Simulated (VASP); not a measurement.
Input:

```xyz
1
Lattice="0.0000 3.0471 3.0471 3.0471 0.0000 3.0471 3.0471 3.0471 0.0000" Properties=species:S:1:pos:R:3 pbc="T T T"
Sr     0.0000     0.0000     0.0000
```

These are TPSS meta-GGA, VASP's PBE PAW potentials (set 64) (plane waves; VASP) values and carry that method's errors. Numerical set-up: 520 eV cut-off, 11×11×11 Γ-centred mesh, first-order Methfessel-Paxton smearing of 0.10 eV, potentials Sr_sv.

**Question.** Predict the energy per atom (σ→0), band gap (on the k-mesh) with the smallest direct gap where there is one.

**Answer.** 
The band gap (on the k-mesh) is none (metal, semimetal or under 0.01 eV) and the energy per atom (σ→0) is -10296 meV/atom.

Total energies compare only between runs with the same potentials, cut-off and functional.

The compound is Sr in the fcc structure. This cell is one point of a volume scan, at 1.03 of the reference volume.
